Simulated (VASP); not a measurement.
Consider the following.

```
CELL_PARAMETERS angstrom
      0.00000     1.74483     1.74483
      1.74483     0.00000     1.74483
      1.74483     1.74483     0.00000
ATOMIC_POSITIONS crystal
  Ni 0.00000 0.00000 0.00000
```
Starting moments (μB, in the order of the record's atoms Ni): 0.6.

Calculation: rev-vdW-DF2, VASP's PBE PAW potentials (set 64) (plane waves; VASP). Run with 520 eV cut-off, Gaussian smearing of 0.050 eV, potentials Ni.

**Question.** Predict the cell moment, band gap (along the path) with the smallest direct gap where there is one.

**Answer.** 
```
Property                                                      Value
-------------------------  ----------------------------------------
band gap (along the path)  none (metal, semimetal or under 0.01 eV)
cell moment                                                 0.59 μB
```

The compound is Ni in the fcc structure. It was relaxed first.
